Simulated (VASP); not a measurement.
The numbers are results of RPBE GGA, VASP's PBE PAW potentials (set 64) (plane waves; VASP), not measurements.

The input files of a VASP run:

File POSCAR:
```
ZrO2
2.5761370
  0.0000000000   0.9999999311   0.9999999311
  0.9999999311   0.0000000000   0.9999999311
  0.9999999311   0.9999999311   0.0000000000
Zr O
1 2
Direct
  0.0000000000   0.0000000000   0.0000000000
  0.2500000000   0.2500000000   0.2500000000
  0.7500000000   0.7500000000   0.7500000000
```

**KPOINTS**
```
Automatic mesh
0
Gamma
8 8 8
0 0 0
```

**INCAR**
```
SYSTEM=ZrO2
PREC=Accurate; ENCUT=520; LREAL=.FALSE.
LASPH=.TRUE.
EDIFF=1E-7; NELM=100; ALGO=Normal
LMAXMIX=4
ISMEAR=-5
GGA=RP
ISIF=2
LWAVE=.FALSE.; LCHARG=.TRUE.; LORBIT=11
NEDOS=601
LEFG=.TRUE.
```

POTCAR, in this order: Zr_sv O (PBE.64 set). Program: vasp_std.

Task: Estimate the energy per atom (σ→0), band gap (on the k-mesh).

Result: 
energy per atom (σ→0): -875.5 kJ/mol of atoms
band gap (on the k-mesh): 3.30 eV

**OSZICAR**
```
...
DAV:  10    -0.272223927229E+02   -0.26108E-02   -0.67869E-03  1160   0.802E-01    0.148E-01
DAV:  11    -0.272225142085E+02   -0.12149E-03   -0.22200E-03  1240   0.383E-01    0.154E-01
DAV:  12    -0.272224618531E+02    0.52355E-04   -0.47258E-04   984   0.172E-01    0.749E-03
DAV:  13    -0.272224660475E+02   -0.41944E-05   -0.27554E-05  1264   0.371E-02    0.466E-03
DAV:  14    -0.272224671393E+02   -0.10918E-05   -0.61142E-06  1160   0.169E-02    0.641E-03
DAV:  15    -0.272224668326E+02    0.30665E-06   -0.42269E-07  1128   0.609E-03    0.949E-04
DAV:  16    -0.272224667861E+02    0.46517E-07   -0.35239E-08   632   0.176E-03
   1 F= -.27222467E+02 E0= -.27222467E+02  d E =0.000000E+00
```

The compound is ZrO2 in the fluorite structure, the high-temperature cubic form, which is unstable at 0 K; the monoclinic form is the stable one. It was relaxed first.
